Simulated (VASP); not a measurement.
```xyz
2
Lattice="4.6119 0.0000 0.0000 0.0000 4.6119 0.0000 0.0000 0.0000 4.6119" Properties=species:S:1:pos:R:3 pbc="T T T"
Cs     0.0000     0.0000     0.0000
I      2.3060     2.3060     2.3060
```

Calculation: r2SCAN meta-GGA, VASP's PBE PAW potentials (set 64) (plane waves; VASP). Numerical set-up: 480 eV cut-off, 6×6×6 Γ-centred mesh, Gaussian smearing of 0.050 eV, potentials Cs_sv I.

Unless said otherwise, spin-orbit coupling is left out, though it shifts the bands of the heavy elements here.

Predict the energy per atom (σ→0), band gap (on the k-mesh) with the smallest direct gap where there is one.

The band gap (on the k-mesh) is 4.49 eV and the smallest direct gap (on the k-mesh) is 4.58 eV. The energy per atom (σ→0) is -26.563 eV/atom.

Only differences to runs with the same potentials and settings are physical.

The compound is CsI in the CsCl type structure. It was relaxed first.
